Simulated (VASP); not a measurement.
Output of a VASP run:

**OUTCAR**
```
 ion  position               nearest neighbor table
   1  0.000  0.000  0.000-   2 2.42   3 2.42   4 2.42   2 2.42   3 2.42   2 2.42   4 2.42   2 2.42
                             3 2.42   4 2.42   3 2.42   4 2.42
   2  0.000  0.500  0.500-   1 2.42   3 2.42   4 2.42   1 2.42   4 2.42   1 2.42   3 2.42   1 2.42
                             3 2.42   4 2.42   4 2.42   3 2.42
   3  0.500  0.000  0.500-   1 2.42   2 2.42   4 2.42   1 2.42   4 2.42   2 2.42   4 2.42   4 2.42
                             1 2.42   2 2.42   1 2.42   2 2.42
   4  0.500  0.500  0.000-   1 2.42   2 2.42   3 2.42   2 2.42   3 2.42   1 2.42   3 2.42   3 2.42
                             1 2.42   2 2.42   2 2.42   1 2.42
  LATTYP: Found a simple cubic cell.
 ALAT       =     3.4289690103
 Subroutine PRICEL returns:
 Original cell was already a primitive cell.
 Subroutine GETGRP returns: Found 48 space group operations
The static configuration has the point symmetry O_h .
The dynamic configuration has the point symmetry O_h .
 Subroutine INISYM returns: Found 48 space group operations
 Subroutine IBZKPT returns following result:
 Found     56 irreducible k-points:

 Following reciprocal coordinates:
            Coordinates               Weight
  0.000000  0.000000  0.000000      1.000000
  0.100000  0.000000  0.000000      6.000000
  0.200000  0.000000  0.000000      6.000000
  0.300000  0.000000  0.000000      6.000000
  0.400000  0.000000  0.000000      6.000000
  0.500000  0.000000  0.000000      3.000000
  0.100000  0.100000  0.000000     12.000000
  0.200000  0.100000  0.000000     24.000000
  0.300000  0.100000  0.000000     24.000000
  0.400000  0.100000  0.000000     24.000000
  0.500000  0.100000  0.000000     12.000000
  0.200000  0.200000  0.000000     12.000000
  0.300000  0.200000  0.000000     24.000000
  0.400000  0.200000  0.000000     24.000000
  0.500000  0.200000  0.000000     12.000000
  0.300000  0.300000  0.000000     12.000000
  0.400000  0.300000  0.000000     24.000000
  0.500000  0.300000  0.000000     12.000000
  0.400000  0.400000  0.000000     12.000000
  0.500000  0.400000  0.000000     12.000000
  0.500000  0.500000  0.000000      3.000000
  0.100000  0.100000  0.100000      8.000000
  0.200000  0.100000  0.100000     24.000000
  0.300000  0.100000  0.100000     24.000000
  0.400000  0.100000  0.100000     24.000000
  0.500000  0.100000  0.100000     12.000000
  0.200000  0.200000  0.100000     24.000000
  0.300000  0.200000  0.100000     48.000000
  0.400000  0.200000  0.100000     48.000000
  0.500000  0.200000  0.100000     24.000000
  0.300000  0.300000  0.100000     24.000000
  0.400000  0.300000  0.100000     48.000000
  0.500000  0.300000  0.100000     24.000000
  0.400000  0.400000  0.100000     24.000000
  0.500000  0.400000  0.100000     24.000000
  0.500000  0.500000  0.100000      6.000000
  0.200000  0.200000  0.200000      8.000000
  0.300000  0.200000  0.200000     24.000000
  0.400000  0.200000  0.200000     24.000000
  0.500000  0.200000  0.200000     12.000000
   k-points           NKPTS =     56   k-points in BZ     NKDIM =     56   number of bands    NBANDS=     21
   number of dos      NEDOS =    601   number of ions     NIONS =      4
   total plane-waves  NPLWV =  21952
   dimension x,y,z NGX =    28 NGY =   28 NGZ =   28
   dimension x,y,z NGXF=    56 NGYF=   56 NGZF=   56
   ions per type =               1   3
   PREC   = accura    normal or accurate (medium, high low for compatibility)
   ISTART =      0    job   : 0-new  1-cont  2-samecut
   ICHARG =      2    charge: 1-file 2-atom 10-const
   ISPIN  =      1    spin polarized calculation?
   LNONCOLLINEAR =      F non collinear calculations
   LSORBIT =      F    spin-orbit coupling
   INIWAV =      1    electr: 0-lowe 1-rand  2-diag
   ENCUT  =  520.0 eV  38.22 Ry    6.18 a.u.   6.38  6.38  6.38*2*pi/ulx,y,z
   NELM   =    100;   NELMIN=  2; NELMDL= -5     # of ELM steps
   EDIFF  = 0.1E-06   stopping-criterion for ELM
   LREAL  =      F    real-space projection
   NLSPLINE    = F    spline interpolate recip. space projectors
...
```

### OSZICAR
```
       N       E                     dE             d eps       ncg     rms          rms(c)
DAV:   1     0.204472188174E+03    0.20447E+03   -0.15948E+04  2368   0.222E+03
DAV:   2    -0.199369446648E+02   -0.22441E+03   -0.21655E+03  2352   0.381E+02
DAV:   3    -0.315641171275E+02   -0.11627E+02   -0.11270E+02  2583   0.118E+02
DAV:   4    -0.318265911832E+02   -0.26247E+00   -0.26034E+00  2811   0.156E+01
DAV:   5    -0.318363609102E+02   -0.97697E-02   -0.97639E-02  2853   0.289E+00    0.212E+01
DAV:   6    -0.311143037504E+02    0.72206E+00   -0.53607E+01  2700   0.124E+02    0.157E+01
DAV:   7    -0.280247115352E+02    0.30896E+01   -0.15485E+01  2593   0.678E+01    0.472E+00
DAV:   8    -0.279460942594E+02    0.78617E-01   -0.67308E-01  2512   0.697E+00    0.146E+00
DAV:   9    -0.279274369028E+02    0.18657E-01   -0.31958E-02  3285   0.254E+00    0.591E-01
DAV:  10    -0.279247468899E+02    0.26900E-02   -0.33288E-03  3077   0.473E-01    0.277E-01
DAV:  11    -0.279239572907E+02    0.78960E-03   -0.90551E-04  3639   0.380E-01    0.624E-02
DAV:  12    -0.279239674864E+02   -0.10196E-04   -0.13620E-04  2592   0.142E-01    0.181E-02
DAV:  13    -0.279239686033E+02   -0.11168E-05   -0.96870E-06  2796   0.222E-02    0.824E-03
DAV:  14    -0.279239692979E+02   -0.69462E-06   -0.64910E-07  2767   0.874E-03    0.343E-03
DAV:  15    -0.279239692467E+02    0.51156E-07   -0.13014E-07  1512   0.459E-03
   1 F= -.27923969E+02 E0= -.27923969E+02  d E =0.000000E+00
```

File OUTCAR:
```
------------------------ aborting loop because EDIFF is reached ----------------------------------------
  FORCE on cell =-STRESS in cart. coord.  units (eV):
  Direction    XX          YY          ZZ          XY          YZ          ZX
  --------------------------------------------------------------------------------------
  Total       -0.0025952     -0.0025952     -0.0025952     -0.0000000     -0.0000000      0.0000000
  in kB       -0.1031331     -0.1031331     -0.1031331     -0.0000000     -0.0000000      0.0000000
  external PRESSURE =      -0.1031331 kB  Pullay stress =       0.0000000 kB
  volume of cell :       40.32
      direct lattice vectors                 reciprocal lattice vectors
     3.428969010  0.000000000  0.000000000     0.291632849  0.000000000  0.000000000
     0.000000000  3.428969010  0.000000000     0.000000000  0.291632849  0.000000000
     0.000000000  0.000000000  3.428969010     0.000000000  0.000000000  0.291632849
 POSITION                                       TOTAL-FORCE (eV/Angst)
 -----------------------------------------------------------------------------------
      0.00000      0.00000      0.00000         0.000000      0.000000      0.000000
      0.00000      1.71448      1.71448         0.000000      0.000000      0.000000
      1.71448      0.00000      1.71448         0.000000      0.000000      0.000000
      1.71448      1.71448      0.00000         0.000000      0.000000      0.000000
 -----------------------------------------------------------------------------------
    total drift:                                0.000000      0.000000      0.000000
  FREE ENERGIE OF THE ION-ELECTRON SYSTEM (eV)
  ---------------------------------------------------
  free  energy   TOTEN  =       -27.9239692467 eV

  energy  without entropy=      -27.9239692467  energy(sigma->0) =      -27.92396925

 total charge

# of ion       s       p       d       tot
------------------------------------------
    1        0.736   0.861   0.000   1.597
    2        0.520   0.642   8.468   9.629
    3        0.520   0.642   8.468   9.629
    4        0.520   0.642   8.468   9.629
--------------------------------------------------
tot          2.295   2.786  25.403  30.484
```
(Selected blocks of OUTCAR.)

POSCAR:
```
Ni3Si
1
    3.4289690103    -0.0000000000     0.0000000000
   -0.0000000000     3.4289690103    -0.0000000000
   -0.0000000000     0.0000000000     3.4289690103
Si Ni
1 3
Direct
  0.0000000000   0.0000000000   0.0000000000
  0.0000000000   0.5000000000   0.5000000000
  0.5000000000   0.0000000000   0.5000000000
  0.5000000000   0.5000000000   0.0000000000
```

Task: Reconstruct the remaining input files.

Result: One answer among several that fit: the input of the run itself, LDA (Ceperley-Alder, Perdew-Zunger), plane waves, VASP's LDA PAW potentials (set 64).

**INCAR**
```
SYSTEM = Ni3Si
PREC = Accurate; ENCUT = 520; LREAL = F
LASPH = T
EDIFF = 1E-7; NELM = 100; ALGO = Normal
LMAXMIX = 4
ISMEAR = -5
ISIF = 2
LWAVE = F; LCHARG = T; LORBIT = 11
NEDOS = 601
LEFG = T
```

**KPOINTS**
```
kpoints
0
gamma
10 10 10
```

POTCAR, in this order: Si Ni (LDA.64 set). Program: vasp_std.

For a metal the tetrahedron method with Blöchl corrections gives inexact stress and forces.

The compound is Ni3Si in the L1_2 structure. It was relaxed first, which changed the volume by -7 %. The run is not spin-polarised, so no magnetic state was tried.
